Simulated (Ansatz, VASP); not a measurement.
Given: the input of a run of VASP 6.6.1 on GaSb3. Atoms were shifted at random by some hundredths of an Å from the given cell, which wasn't relaxed again for these runs. The cell comes from a database or a generator and needn't be the stable form of this composition.

File INCAR:

```
ALGO = Normal ; EDIFF = 1E-7
ENCUT = 520 ; GGA = PS
ISIF = 2 ; ISMEAR = -1
LASPH = True ; LCHARG = False
LREAL = False ; LWAVE = False
NBANDS = 22 ; NELM = 60
PREC = Accurate ; SIGMA = 0.05
```

Contents of KPOINTS:

```
k-points
0
Gamma
  6 6 6
```

The input POSCAR:

```
GaSb3
1.0
    0.0000000000      3.7305950000      3.7305950000
    3.7305950000      0.0000000000      3.7305950000
    3.7305950000      3.7305950000      0.0000000000
Sb Ga
3 1
Direct
    0.5003080000      0.5034980000      0.4974400000
    0.7541940000      0.7532790000      0.7501290000
    0.2418540000      0.2649210000      0.2523630000
    0.0068510000      0.0041680000     -0.0055930000
```

Potentials or basis: VASP PAW PBE potentials, release 64 (Sb, Ga_d).

Command:

```bash
$ cat potpaw_PBE.64/Sb/POTCAR potpaw_PBE.64/Ga_d/POTCAR > POTCAR
$ mpirun -np 1 vasp_std > vasp.out
```

Question: Set up the same calculation for Ansatz 0.2.0. Potentials or basis there: Ansatz PAW, cutoff 420 eV.

Answer: As run (cutoffs and basis follow the program's own potentials, and thresholds, step limits or extra output files can differ):

input.yaml

```yaml
crystal:
  lattice:
    - [0.0, 3.730595, 3.730595]
    - [3.730595, 0.0, 3.730595]
    - [3.730595, 3.730595, 0.0]
  atoms:
    - { symbol: Sb, position: [0.500308, 0.503498, 0.49744] }
    - { symbol: Sb, position: [0.754194, 0.753279, 0.750129] }
    - { symbol: Sb, position: [0.241854, 0.264921, 0.252363] }
    - { symbol: Ga, position: [0.006851, 0.004168, -0.005593] }
hamiltonian:
  xc: pbesol
  pseudopotentials: { kind: paw }
kpoints:
  mp_grid: { grid: [6, 6, 6] }
scf:
  occupations: { method: fermi_dirac, width: 0.05 }
output:
  forces: true
  stress: true
  eigenvalues: true
```

Potentials or basis: Ansatz PAW.

Command:

```console
$ ansatz run input.yaml --threads 1 --pin off --max-ram 3584MiB --backend cpu --events-out ev --progress --plain --runs-dir out
```

Both were run:

|  | VASP | Ansatz |
| --- | --- | --- |
| Pressure | -3.4 GPa | -3.4 GPa |

Ansatz's pressure holds a Pulay term of +0.04 GPa for its cutoff of 420 eV, which the other run lacks.

The potentials hold 28 and 58 valence electrons a cell.

VASP's potentials were made for PBE. Ansatz's potentials were made for PBE.

Where Ansatz's input types no cutoff or centring, it takes its own default and a Γ-centred mesh.

Pressure is positive in compression.
